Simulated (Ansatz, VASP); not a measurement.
## AlC6: VASP beside Ansatz

```
CELL_PARAMETERS angstrom
3.89766 0.00000 0.00000
0.00000 3.89766 0.00000
0.00000 0.00000 3.89766
ATOMIC_POSITIONS crystal
Al 0.00000 0.00000 0.00000
C 0.17301 0.50000 0.50000
C 0.50000 0.50000 0.82699
C 0.50000 0.50000 0.17301
C 0.50000 0.17301 0.50000
C 0.50000 0.82699 0.50000
C 0.82699 0.50000 0.50000
```

Change from the starting cell: species swapped into the CaB6 type (Pm-3m, No. 221).

Alike in both runs: task relaxation of cell and atoms; functional PBE; k mesh 10 × 10 × 10; occupations gaussian, width 0.1 eV; no spin polarisation.

|  | VASP | Ansatz |
| --- | --- | --- |
| version | VASP 6.6.1 | Ansatz 0.2.0 |
| potentials or method | VASP PAW PBE potentials, release 64 (Al, C) | scalar-relativistic, plane waves, PAW |
| plane-wave cutoff (eV) | 600 | 420 |
| valence electrons in the cell | 27 | 27 |

```tsv
	VASP	Ansatz	Ansatz less VASP
gap on the k mesh at the Fermi level, each at its own relaxed structure (eV)	none	none	-
relaxed volume (Å³/atom)	8.35	8.37	+0.013
relaxed cell length with the largest relative difference (Å)	3.881	3.884	+0.0021
energy change over the relaxation (meV/atom)	-3	-2	+0.4
```

A gap of «none» marks a metal or a gap that the smearing closes.

Caveats: the bands computed are all filled at some k points, so no gap is given.
